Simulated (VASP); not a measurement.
Here is the system:

```
AlN
1.0
    0.00000     2.23380     2.23380
    2.23380     0.00000     2.23380
    2.23380     2.23380     0.00000
Al N
1 1
Direct
  0.00000   0.00000   0.00000
  0.25000   0.25000   0.25000
```

All values below come from PBE GGA, VASP's PBE PAW potentials (set 64) (plane waves; VASP). Settings: EDIFF = 1E-3, 520 eV cut-off, 9×9×9 Γ-centred mesh, Gaussian smearing of 0.050 eV, potentials Al N.

**Question.** Give the stress tensor in GPa (positive for a compressed cell).

**Answer.** 
```
-7.55   0.00   0.00
 0.00  -7.55   0.00
 0.00   0.00  -7.55
```
The pressure is its mean diagonal, -7.55 GPa.

The compound is AlN in the zinc blende structure, a metastable form; wurtzite is the usual one. The cell was not relaxed at this level. The run is one of a series of settings (EDIFF = 1E-3 against the base run), some of them coarse on purpose.
